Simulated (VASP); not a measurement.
```
Tl
1.0
    1.52210    -2.63635     0.00000
    1.52210     2.63635     0.00000
    0.00000     0.00000     5.02679
Tl
2
Direct
  0.33333   0.66667   0.25000
  0.66667   0.33333   0.75000
```

Level of theory: LDA (Ceperley-Alder, Perdew-Zunger), VASP's LDA PAW potentials (set 64) (plane waves; VASP). Run with 500 eV cut-off, 14×14×7 Γ-centred mesh, first-order Methfessel-Paxton smearing of 0.10 eV, potentials Tl_d.

Energy and stress use the plane-wave basis of the starting cell.

### Question
The ions, cell shape and volume at an external pressure of 45.0 GPa are relaxed. Which structure does the run end with?

### Answer

```
Tl
1.0
    1.50140    -2.60050     0.00000
    1.50140     2.60050     0.00000
    0.00000     0.00000     4.81068
Tl
2
Cartesian
  1.50140   0.86684   1.20267
  1.50140  -0.86684   3.60801
```
Space group P6_3/mmc (194), at a tolerance of 0.03 Å.

### Question
How do energy and volume change from the first to the last step?

### Answer
The energy (σ→0) changes by +317.2 meV/atom and the volume by -6.9 %, in 22 ionic steps.

The compound is Tl in the hcp structure. This run relaxes it under an external pressure of 45 GPa. Symmetry was kept, so distortions that lower it aren't found.
